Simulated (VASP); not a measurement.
Bi2Se3 (tetradymite): the band gap from VASP (plane waves, PAW) at several levels of theory. Gaps are without spin-orbit coupling. Each level names its cell: its own relaxed one, PBE's, or the starting one. A gap is the smallest over the k-mesh and a band path; hybrids may have named points in place of the path, and GW has the mesh alone. Without a dispersion term in the relaxation, distances and binding between the weakly bound layers, chains or molecules are unreliable, and so is what depends on them. The errors mix the missing spin-orbit coupling with the functional's own.

| level | band gap (eV) | error against measurement (eV) |
|---|---|---|
| LDA (own cell) | 0.04 | -0.26 |
| PBE (own cell) | 0.57 | +0.27 |

Measured: 0.30 eV (as given by Sudong Park et al., Journal of the Korean Physical Society (2016), arXiv:1610.06451).

The cell of the LDA (own cell) run:

Space group R-3m, hexagonal axes (No. 166); a = 4.110 Å, b = 4.110 Å, c = 27.887 Å, α = 90.00°, β = 90.00°, γ = 120.00°

| atom | site | symmetry | x | y | z |
|---|---|---|---|---|---|
| Bi | 6c | 3m | 0.0000 | 0.0000 | 0.4012 |
| Se | 3a | -3m | 0.0000 | 0.0000 | 0.0000 |
| Se | 6c | 3m | 0.0000 | 0.0000 | 0.2094 |
(The calculation used a cell of 5 atoms; values per cell refer to that cell.)

Only levels that ran to the end are used. Left out are those held back, those with too coarse a band path, GW runs whose mesh misses a band edge, hybrids' fits of cells that aren't cubic and levels without matching references; a question may draw on a part of the rest.

The compound is Bi2Se3 in the tetradymite structure.
